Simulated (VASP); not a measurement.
```xyz
1
Lattice="-2.9681 2.9681 2.9681 2.9681 -2.9681 2.9681 2.9681 2.9681 -2.9681" Properties=species:S:1:pos:R:3 pbc="T T T"
Cs     0.0000     0.0000     0.0000
```

These are optB86b-vdW, VASP's PBE PAW potentials (set 64) (plane waves; VASP 6.6.1) values and carry that method's errors. Run with 520 eV cut-off, Gaussian smearing of 0.050 eV, potentials Cs_sv.

**Question.** Give the energies of bands 5 to 7 at the high-symmetry points, in eV from the Fermi level.

**Answer.** 
```
band      Γ     H      N     P
----  -----  ----  -----  ----
5     -1.78  0.55  -0.02  1.02
6      2.53  0.55   1.00  1.02
7      2.53  3.28   1.61  1.02
```

It has no gap at this level: it comes out as a metal or semimetal.

The compound is Cs in the bcc structure. It was relaxed first, which changed the volume by -8 %.
